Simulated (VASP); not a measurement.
```
CELL_PARAMETERS angstrom
     -0.00239     5.99726     5.97502
      5.99726    -0.00239     5.97502
      2.99744     2.99744     0.00000
ATOMIC_POSITIONS crystal
  Cd 0.98336 0.98336 0.03329
  Cd 0.99081 0.52432 0.98486
  Cd 0.52432 0.99081 0.98486
  Cd 0.50111 0.50111 0.99778
  Te 0.12722 0.12722 0.24556
  S  0.12811 0.62130 0.25060
  S  0.62130 0.12811 0.25060
  S  0.62377 0.62377 0.25245
```

Calculation: PBEsol GGA, VASP's PBE PAW potentials (set 64) (plane waves; VASP). Run with 400 eV cut-off, Gaussian smearing of 0.050 eV, potentials Cd Te S.

Unless said otherwise, spin-orbit coupling is left out, though it shifts the bands of the heavy elements here.

Q: Predict the band gap (along the path) with the smallest direct gap where there is one.

A: 
The band gap (along the path) comes out as 0.19 eV and the smallest direct gap (along the path) is 0.19 eV.

The structure was generated: Cd4S3Te was put into an ordered model structure (Amm2), which need not be its known phase. It was relaxed first.
